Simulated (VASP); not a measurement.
# MnIn11P12 (a cell with a defect) in VASP: single point with PBEsol+U

Aim: the single point of MnIn11P12 (a cell with a defect) with PBEsol+U.

All numbers are computed with VASP 6.6.1; they aren't measurements. Logs are shortened: lines on timing, memory, paths and dates and some standing lists are left out, and cuts for length are marked.

## Step 1: The crystal as given

The cell holds a defect, 24 atoms: a = 12.449 Å, b = 8.300 Å, c = 8.300 Å, α = 60.00°, β = 60.00°, γ = 60.00°.

## Step 2: Single point, PBEsol+U

INCAR reads:

```
ALGO = Normal
EDIFF = 1E-5
ENCUT = 350
GGA = PS
ISIF = 2
ISMEAR = 0
KPAR = 2
LASPH = True
LCHARG = False
LDAU = True
LDAUJ = 0 0 0
LDAUL = 2 -1 -1
LDAUPRINT = 1
LDAUTYPE = 2
LDAUU = 3.5 0 0
LMAXMIX = 4
LORBIT = 11
LREAL = Auto
LWAVE = False
NELM = 120
PREC = Accurate
SIGMA = 0.03
```

KPOINTS reads:

```
k-points
0
Gamma
  2 2 2
```

POSCAR reads:

```
MnIn11P12
1.0
    0.0000000000      8.8030500000      8.8030500000
    5.8687000000      0.0000000000      5.8687000000
    5.8687000000      5.8687000000      0.0000000000
Mn In P
1 11 12
Direct
    0.0000000000      0.0000000000      0.0000000000
    0.0000000000      0.0000000000      0.5000000000
    0.0000000000      0.5000000000      0.0000000000
    0.0000000000      0.5000000000      0.5000000000
    0.3333330000      0.0000000000      0.0000000000
    0.3333330000      0.0000000000      0.5000000000
    0.3333330000      0.5000000000      0.0000000000
    0.3333330000      0.5000000000      0.5000000000
    0.6666670000      0.0000000000      0.0000000000
    0.6666670000      0.0000000000      0.5000000000
    0.6666670000      0.5000000000      0.0000000000
    0.6666670000      0.5000000000      0.5000000000
    0.0833333333      0.1250000000      0.1250000000
    0.0833333333      0.1250000000      0.6250000000
    0.0833333333      0.6250000000      0.1250000000
    0.0833333333      0.6250000000      0.6250000000
    0.4166663333      0.1250000000      0.1250000000
    0.4166663333      0.1250000000      0.6250000000
    0.4166663333      0.6250000000      0.1250000000
    0.4166663333      0.6250000000      0.6250000000
    0.7500003333      0.1250000000      0.1250000000
    0.7500003333      0.1250000000      0.6250000000
    0.7500003333      0.6250000000      0.1250000000
    0.7500003333      0.6250000000      0.6250000000
```

Potentials or basis: VASP PAW PBE potentials, release 64 (Mn_pv, In_d, P).

Command:

```console
cat potpaw_PBE.64/Mn_pv/POTCAR potpaw_PBE.64/In_d/POTCAR potpaw_PBE.64/P/POTCAR > POTCAR
mpirun -np 4 vasp_std > vasp.out
```

OUTCAR:

```text
EDIFF = 1E-5
   ENCUT = 350
   GGA = PS
   ISIF = 2
   ISMEAR = 0
   LASPH = True
   LORBIT = 11
   LREAL = Auto
   NELM = 120
   PREC = Accurate

 ion  position               nearest neighbor table
   1  0.000  0.000  0.000-  21 2.54  13 2.54  15 2.54  14 2.54
   2  0.000  0.000  0.500-  22 2.54  14 2.54  16 2.54  13 2.54
   3  0.000  0.500  0.000-  23 2.54  15 2.54  16 2.54  13 2.54
   4  0.000  0.500  0.500-  24 2.54  16 2.54  14 2.54  15 2.54
   5  0.333  0.000  0.000-  13 2.54  17 2.54  18 2.54  19 2.54
   6  0.333  0.000  0.500-  14 2.54  18 2.54  17 2.54  20 2.54
[... 16 lines left out ...]
  23  0.750  0.625  0.125-   3 2.54  11 2.54   9 2.54  12 2.54
  24  0.750  0.625  0.625-   4 2.54  12 2.54  11 2.54  10 2.54

  LATTYP: Found a face centered orthorhombic cell.
 ALAT       =     8.2995951335
 B/A-ratio  =     1.7320508076
 C/A-ratio  =     2.4494897428

  Lattice vectors:

 A1 = (   0.0000000000,   8.8030500000,   8.8030500000)
 A2 = (  -5.8687000000,   2.9343500000,   8.8030500000)
 A3 = (   5.8687000000,  -0.0000000000,   5.8687000000)

Analysis of symmetry for initial positions (statically):
=====================================================================
 Subroutine PRICEL returns:
 Original cell was already a primitive cell.

 Routine SETGRP: Setting up the symmetry group for a
 face centered orthorhombic supercell.

 Subroutine GETGRP returns: Found  2 space group operations
 (whereof  2 operations were pure point group operations)
 out of a pool of  8 trial point group operations.

The static configuration has the point symmetry C_1h.

Analysis of symmetry for dynamics (positions and initial velocities):
=====================================================================
 Subroutine PRICEL returns:
 Original cell was already a primitive cell.

 Routine SETGRP: Setting up the symmetry group for a
 face centered orthorhombic supercell.

 Subroutine GETGRP returns: Found  2 space group operations
 (whereof  2 operations were pure point group operations)
 out of a pool of  8 trial point group operations.

The dynamic configuration has the point symmetry C_1h.

 Subroutine INISYM returns: Found  2 space group operations
 (whereof  2 operations are pure point group operations),
 and found     1 'primitive' translations

----------------------------------------------------------------------------------------

                                     Primitive cell

  volume of cell :     606.3830

  direct lattice vectors                    reciprocal lattice vectors
     0.000000000  8.803050000  8.803050000    -0.056798496  0.056798496  0.056798496
     5.868700000  0.000000000  5.868700000     0.085197744 -0.085197744  0.085197744
     5.868700000  5.868700000  0.000000000     0.085197744  0.085197744 -0.085197744

  length of vectors
    12.449392700  8.299595133  8.299595133     0.098377881  0.147566821  0.147566821

  position of ions in fractional coordinates (direct lattice)
     0.000000000  0.000000000  0.000000000
     0.000000000  0.000000000  0.500000000
     0.000000000  0.500000000  0.000000000
     0.000000000  0.500000000  0.500000000
     0.333333000  0.000000000  0.000000000
     0.333333000  0.000000000  0.500000000
[... 16 lines left out ...]
     0.750000333  0.625000000  0.125000000
     0.750000333  0.625000000  0.625000000

  ion indices of the primitive-cell ions
   primitive index   ion index
                 1           1
                 2           2
                 3           3
                 4           4
                 5           5
                 6           6
[... 16 lines left out ...]
                23          23
                24          24

----------------------------------------------------------------------------------------

 KPOINTS: k-points

Automatic generation of k-mesh.
 Grid dimensions read from file:
 generate k-points for:    2    2    2

 Generating k-lattice:

[... 32 lines left out ...]
 SYSTEM =  unknown system
   PREC   = accura    normal or accurate (medium, high low for compatibility)
   ISTART =      0    job   : 0-new  1-cont  2-samecut
   ICHARG =      2    charge: 1-file 2-atom 10-const
   ISPIN  =      1    spin polarized calculation?
   LNONCOLLINEAR =      F non collinear calculations
   LSORBIT =      F    spin-orbit coupling
   LASPH  =      T    aspherical Exc in radial PAW
   ENCUT  =  350.0 eV  25.72 Ry    5.07 a.u.  18.99 12.66 12.66*2*pi/ulx,y,z
   NELM   =    120;   NELMIN=  2; NELMDL= -5     # of ELM steps
   EDIFF  = 0.1E-04   stopping-criterion for ELM
   LREAL  =      T    real-space projection
   EDIFFG = 0.1E-03   stopping-criterion for IOM
   NSW    =      0    number of steps for IOM
   IBRION =     -1    ionic relax: 0-MD 1-quasi-New 2-CG
   NFREE  =      0    steps in history (QN), initial steepest desc. (CG)
   ISIF   =      2    stress and relaxation
   ISYM   =      2    0-nonsym 1-usesym 2-fastsym
   POTIM  = 0.5000    time-step for ionic-motion
   TEBEG  =    0.0;   TEEND  =   0.0 temperature during run
   PSTRESS=    0.0 pullay stress
   NELECT =     216.0000    total number of electrons
   NUPDOWN=      -1.0000    fix difference up-down
   EMIN   =  10.00;   EMAX   =-10.00  energy-range for DOS
   EFERMI =   0.00;   METHOD = LEGACY
   ISMEAR =     0;   SIGMA  =   0.03  broadening in eV -4-tet -1-fermi 0-gaus
   EFERMI_NEDOS =   21; number of points for ismear=-14 and -15
   IALGO  =     38    algorithm
   IMIX   =      4    mixing-type and parameters
     AMIX     =   0.40;   BMIX     =  1.00
     AMIX_MAG =   1.60;   BMIX_MAG =  1.00
  volume/ion in A,a.u.               =      25.27       170.50
  Fermi-wavevector in a.u.,A,eV,Ry     =   1.160496  2.193020 18.323668  1.346752
  Thomas-Fermi vector in A             =   2.297078
   LORBIT       =     11    0 simple, 1 ext, 2 COOP (PROOUT), +10 PAW based schemes
 LDA+U is selected, type is set to LDAUTYPE =  2
   angular momentum for each species LDAUL =     2   -1   -1
   U (eV)           for each species LDAUU =   3.5  0.0  0.0
   J (eV)           for each species LDAUJ =   0.0  0.0  0.0
   GGA     = PS    functional components
   LHFCALC =     F    Hartree Fock is set to
   AEXX    =    0.0000 exact exchange contribution
   IVDW    =     0    specifies the selected vdW correction
   LEPSILON=     F    determine dielectric tensor
   LRPA    =     F    only Hartree local field effects (RPA)
 non-spin polarized calculation
 Gauss-broadening in eV      SIGMA  =   0.03
  energy-cutoff  :      350.00
  volume of cell :      606.38
 maximum number of plane-waves:      9035
 NGX is ok and might be reduce to    80
   NGX = 37   NGY = 25   NGZ = 25

atom =   1  type =  1  l = 2

 onsite density matrix

spin component  1

  0.2426 -0.0024 -0.0026  0.0017  0.0012
 -0.0024  0.2403 -0.0009 -0.0024  0.0016
 -0.0026 -0.0009  0.8888  0.0002  0.0001
  0.0017 -0.0024  0.0002  0.2426  0.0029
  0.0012  0.0016  0.0001  0.0029  0.8887

spin component  2

  0.2426 -0.0024 -0.0026  0.0017  0.0012
 -0.0024  0.2403 -0.0009 -0.0024  0.0016
 -0.0026 -0.0009  0.8888  0.0002  0.0001
  0.0017 -0.0024  0.0002  0.2426  0.0029
  0.0012  0.0016  0.0001  0.0029  0.8887

 occupancies and eigenvectors

  o =  0.2384  v = -0.3510 -0.8681 -0.0025 -0.3510  0.0044  0.0000  0.0000  0.0000  0.0000  0.0000      0.0000  0.0000  0.0000  0.0000  0.0000  0.0000  0.0000  0.0000  0.0000  0.0000
  o =  0.2384  v =  0.0000  0.0000  0.0000  0.0000  0.0000 -0.3510 -0.8681 -0.0025 -0.3510  0.0044      0.0000  0.0000  0.0000  0.0000  0.0000  0.0000  0.0000  0.0000  0.0000  0.0000
  o =  0.2409  v =  0.0000  0.0000  0.0000  0.0000  0.0000  0.7071 -0.0000  0.0031 -0.7071  0.0018      0.0000  0.0000  0.0000  0.0000  0.0000  0.0000  0.0000  0.0000  0.0000  0.0000
  o =  0.2409  v =  0.7071 -0.0000  0.0031 -0.7071  0.0018  0.0000  0.0000  0.0000  0.0000  0.0000      0.0000  0.0000  0.0000  0.0000  0.0000  0.0000  0.0000  0.0000  0.0000  0.0000
  o =  0.2462  v = -0.6138  0.4965 -0.0016 -0.6138  0.0028  0.0000  0.0000  0.0000  0.0000  0.0000      0.0000  0.0000  0.0000  0.0000  0.0000  0.0000  0.0000  0.0000  0.0000  0.0000
  o =  0.2462  v =  0.0000  0.0000  0.0000  0.0000  0.0000 -0.6138  0.4965 -0.0016 -0.6138  0.0028      0.0000  0.0000  0.0000  0.0000  0.0000  0.0000  0.0000  0.0000  0.0000  0.0000
  o =  0.8887  v =  0.0037  0.0028 -0.5000  0.0037  0.8660  0.0000  0.0000  0.0000  0.0000  0.0000      0.0000  0.0000  0.0000  0.0000  0.0000  0.0000  0.0000  0.0000  0.0000  0.0000
  o =  0.8887  v =  0.0000  0.0000  0.0000  0.0000  0.0000  0.0037  0.0028 -0.5000  0.0037  0.8660      0.0000  0.0000  0.0000  0.0000  0.0000  0.0000  0.0000  0.0000  0.0000  0.0000
  o =  0.8888  v =  0.0000  0.0000  0.0000  0.0000  0.0000 -0.0026 -0.0000  0.8660  0.0026  0.5000      0.0000  0.0000  0.0000  0.0000  0.0000  0.0000  0.0000  0.0000  0.0000  0.0000
  o =  0.8888  v = -0.0026 -0.0000  0.8660  0.0026  0.5000  0.0000  0.0000  0.0000  0.0000  0.0000      0.0000  0.0000  0.0000  0.0000  0.0000  0.0000  0.0000  0.0000  0.0000  0.0000

 number of electron     216.0000082 magnetization

 Free energy of the ion-electron system (eV)
  ---------------------------------------------------
  ext. energy  EPLUGINS =         0.00000000
  ---------------------------------------------------
  free energy    TOTEN  =      -109.63867829 eV

  energy without entropy =     -109.63867829  energy(sigma->0) =     -109.63867829

 E-fermi :   4.9523     XC(G=0):  -9.4168

 val. band max:        4.6654751951   @ k =   0.0000   0.0000   0.0000
 cond. band min:       5.4384896745   @ k =   0.5000   0.5000   0.5000
 fundamental gap:      0.7730144794
 Fermi energy:         4.9523299082

 k-point     1 :       0.0000    0.0000    0.0000
  band No.  band energies     occupation
      1     -42.9160      2.00000
      2     -42.9119      2.00000
      3     -42.9064      2.00000
      4      -9.4794      2.00000
      5      -9.4674      2.00000
      6      -9.4658      2.00000
[... 727 lines left out ...]
    119       7.9305      0.00000
    120       7.9781      0.00000
 [bands above 120 left out]

------------------------ aborting loop because EDIFF is reached ----------------------------------------

  FORCE on cell =-STRESS in cart. coord.  units (eV):
  Direction    XX          YY          ZZ          XY          YZ          ZX
  --------------------------------------------------------------------------------------
  -------------------------------------------------------------------------------------
  Total       -5.5748869     -5.4797734     -5.4797734      0.7288217     -0.6294996      0.7288232
  in kB      -14.7298952    -14.4785876    -14.4785876      1.9256835     -1.6632557      1.9256874
  external PRESSURE =     -14.5623568 kB  Pullay stress =       0.0000000 kB

 VOLUME and BASIS-vectors are now :
 -----------------------------------------------------------------------------
  energy-cutoff  :      350.00
  volume of cell :      606.38
      direct lattice vectors                 reciprocal lattice vectors
     0.000000000  8.803050000  8.803050000    -0.056798496  0.056798496  0.056798496
     5.868700000  0.000000000  5.868700000     0.085197744 -0.085197744  0.085197744
     5.868700000  5.868700000  0.000000000     0.085197744  0.085197744 -0.085197744

 POSITION                                       TOTAL-FORCE (eV/Angst)
 -----------------------------------------------------------------------------------
      0.00000      0.00000      0.00000         0.024886     -0.049977     -0.049977
      2.93435      2.93435      0.00000         0.006492     -0.002079     -0.057239
      2.93435      0.00000      2.93435         0.006492     -0.057239     -0.002079
      5.86870      2.93435      2.93435         0.056266     -0.015380     -0.015380
      0.00000      2.93435      2.93435        -0.018677     -0.022493     -0.022493
      2.93435      5.86870      2.93435         0.026338      0.018003     -0.037269
[... 16 lines left out ...]
      4.40152      7.33588     10.27023        -0.005530     -0.008511      0.017284
      7.33587     10.27023     10.27023         0.005280      0.016826      0.016826
 -----------------------------------------------------------------------------------
    total drift:                                0.035314      0.004357      0.004355

  FREE ENERGIE OF THE ION-ELECTRON SYSTEM (eV)
  ---------------------------------------------------
  free  energy   TOTEN  =      -109.6386782929 eV

  energy  without entropy=     -109.6386782929  energy(sigma->0) =     -109.63867829

 total charge

# of ion       s       p       d       tot
------------------------------------------
    1        0.278   6.153   4.981  11.411
    2        0.828   0.773   9.896  11.497
    3        0.828   0.773   9.896  11.497
    4        0.827   0.774   9.896  11.497
    5        0.826   0.774   9.897  11.497
    6        0.825   0.775   9.898  11.497
[... 16 lines left out ...]
   23        1.022   1.485   0.000   2.507
   24        1.022   1.486   0.000   2.508
--------------------------------------------------
tot         21.645  32.364 113.855 167.863
```

Wall time 4.7 min (4 MPI ranks of AMD EPYC 7R13 (Zen 3), shared host); peak memory 0.39 GiB.

Results:

* Free energy: -109.6387 eV
* Pressure: -1.5 GPa
* Largest force: 1.653 eV/Å
* Band gap on the k mesh: 0.77 eV, indirect (least direct gap 0.87 eV)
* Valence electrons inside the program's atomic spheres: Mn 11.41; In 11.50; P 2.48, 2.51, 2.50

Forces in eV/Å, atoms in the order of the input:
```
Mn   0.025 -0.050 -0.050
In   0.006 -0.002 -0.057
In   0.006 -0.057 -0.002
In   0.056 -0.015 -0.015
In  -0.019 -0.022 -0.022
In   0.026  0.018 -0.037
In   0.026 -0.037  0.018
In   0.021 -0.017 -0.017
In  -0.043  0.036  0.036
In  -0.017  0.015  0.009
In  -0.017  0.009  0.015
In   0.006 -0.005 -0.005
P   -0.952 -0.932 -0.932
P    0.933  0.968 -0.930
P    0.933 -0.930  0.968
P    0.001  0.001  0.001
P   -0.007  0.005  0.005
P   -0.010  0.006  0.010
P   -0.010  0.010  0.006
P   -0.012  0.018  0.018
P   -0.950  0.956  0.956
P   -0.006  0.017 -0.009
P   -0.006 -0.009  0.017
P    0.005  0.017  0.017
```

Levels at points of the mesh, in eV from the valence-band top:
```tsv
k point	band 104	band 105	band 106	band 107	band 108	band 109	band 110	band 111	band 112	band 113
(0.00, 0.00, 0.00)	-0.49	-0.49	-0.11	-0.01	0.00	0.90	1.18	1.36	1.43	1.73
(0.50, 0.00, 0.00)	-0.67	-0.41	-0.38	-0.07	-0.07	0.80	1.37	1.37	1.65	1.74
(0.00, 0.50, 0.00)	-0.80	-0.63	-0.56	-0.30	-0.28	0.84	1.19	1.30	1.90	2.10
(0.50, 0.00, 0.50)	-0.86	-0.81	-0.77	-0.63	-0.37	0.78	1.03	1.27	2.66	2.67
(0.00, 0.50, 0.50)	-0.96	-0.82	-0.69	-0.55	-0.23	0.85	1.09	1.29	2.32	2.42
(0.50, 0.50, 0.50)	-0.74	-0.72	-0.60	-0.49	-0.39	0.77	1.08	1.27	2.44	2.50
```

Eigenvalues of the final occupation matrices:
```
    site  spin  trace               eigenvalues
site 1 d     1   2.50  0.24 0.24 0.25 0.89 0.89
site 1 d     2   2.50  0.24 0.24 0.25 0.89 0.89
```

Caveat: the k mesh is coarse (spacing up to 0.46 Å⁻¹), so the values aren't converged; the PAW data sets were made with another functional, which shifts forces and pressure a little; spin-orbit coupling is left out, which moves the levels of the heavy elements; the U is typed as a test and isn't derived for this compound.
